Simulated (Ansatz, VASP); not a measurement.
**BeCdRe in VASP and in Ansatz**

```
Be Cd Re
1.0
     3.62929    0.00000    0.00000
     0.00000    3.62929    0.00000
     0.00000    0.00000    6.38710
Be Cd Re
2 2 2
Direct
  0.50000 0.00000 0.20550
  0.00000 0.50000 0.79450
  0.50000 0.00000 0.64850
  0.00000 0.50000 0.35150
  0.00000 0.00000 0.00000
  0.50000 0.50000 0.00000
```

Alike in both runs: task single point; functional PBE; k mesh 6 × 6 × 4; occupations gaussian, width 0.1 eV; no spin polarisation.

|  | VASP | Ansatz |
| --- | --- | --- |
| version | VASP 6.6.1 | Ansatz 0.2.0 |
| potentials or method | VASP PAW PBE potentials, release 64 (Be, Cd, Re) | scalar-relativistic, plane waves, PAW |
| plane-wave cutoff (eV) | 520 | 420 |
| valence electrons in the cell | 42 | 74 |

|  | VASP | Ansatz | Ansatz less VASP |
| --- | --- | --- | --- |
| gap on the k mesh at the Fermi level (eV) | none | none | - |
| pressure (GPa) | 27.6 | 26.7 | -0.93 |
| largest component of the traceless stress (GPa) | 1.63 | 1.45 | -0.180 |
| rms of the force components (eV/Å) | 1.072 | 1.043 | -0.0292 |

Atom by atom the forces differ by 0.031 eV/Å (rms over components). A gap of «none» marks a metal or a gap that the smearing closes. The two sets of potentials don't hold the same shells in valence.

Caveats: so large a pressure means that the cell lies far from this level's equilibrium, or that cutoff or potentials fall short (VASP); forces of over 1 eV/Å show positions far from the minimum, so gaps and moduli don't describe the material at rest. Spin-orbit coupling is left out, which matters for the levels of Re.
